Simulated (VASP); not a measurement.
VASP runs on Ge2Os (a trial cell in the fluorite structure, space group Fm-3m) share one base input (PBE GGA, plane waves, VASP's PBE PAW potentials (set 64)) and change the settings named in each case.

**POSCAR**
```
Ge2Os
1
    0.0000000000     3.0825070000     3.0825070000
    3.0825070000     0.0000000000     3.0825070000
    3.0825070000     3.0825070000     0.0000000000
Os Ge
1 2
Direct
  0.0000000000   0.0000000000   0.0000000000
  0.2500000000   0.2500000000   0.2500000000
  0.7500000000   0.7500000000   0.7500000000
```

INCAR:
```
SIGMA = 0.1
SYSTEM = Ge2Os
ISMEAR = 1   # Methfessel-Paxton
GGA = PE
ALGO = Normal
LMAXMIX = 6   # l cut-off of mixed one-centre charges
EDIFF = 1E-6   # SCF stop (eV)
ISIF = 2   # forces and stress, cell fixed
LREAL = .False.   # projection in real space or not
PREC = Accurate
LWAVE = .False.
ENCUT = 400   # plane-wave cut-off (eV)
NELM = 100
LASPH = .True.   # aspherical one-centre terms
LCHARG = .False.
```

KPOINTS:
```
kpoints
0
Gamma
 8 8 8
```

POTCAR, in this order: Os Ge_d (PBE.64 set). Program: vasp_std.

```tsv
change	E(σ→0) (eV/atom)	pressure (GPa)	−TS (eV)
base run	-6.4959	-10.91	0.0019
ENCUT = 520, POTCAR Os_pv Ge_d (PBE.64 set)	-6.4950	-10.60	0.0019
ENCUT = 520, POTCAR Os Ge (PBE.64 set)	-6.4930	-10.49	0.0018
ENCUT = 800, POTCAR Os Ge_h (PBE.64 set)	-6.4876	___	0.0019
ENCUT = 520	-6.4965	-10.66	0.0019
ENCUT = 800	-6.4966	-10.66	0.0019
```

Complete the blanks.

- ENCUT = 800, POTCAR Os Ge_h (PBE.64 set), pressure (GPa): -10.48

Energies of different potentials or functionals have different zeros. Unless said otherwise, spin-orbit coupling is left out, though it shifts the bands of the heavy elements here. The base run's pressure lies -0.25 GPa from that at 800 eV (Pulay error).

Left out are runs that ran out of time, are held back, or changed the cell or the kind of run, fixed moments of cells without a moment, rows past the twelfth, gaps on odd meshes, pressures of charged cells and columns that move by less than the noise.

The structure was generated: Ge2Os was put into the fluorite type (Fm-3m), which need not be its known phase. The cell was not relaxed at this level.
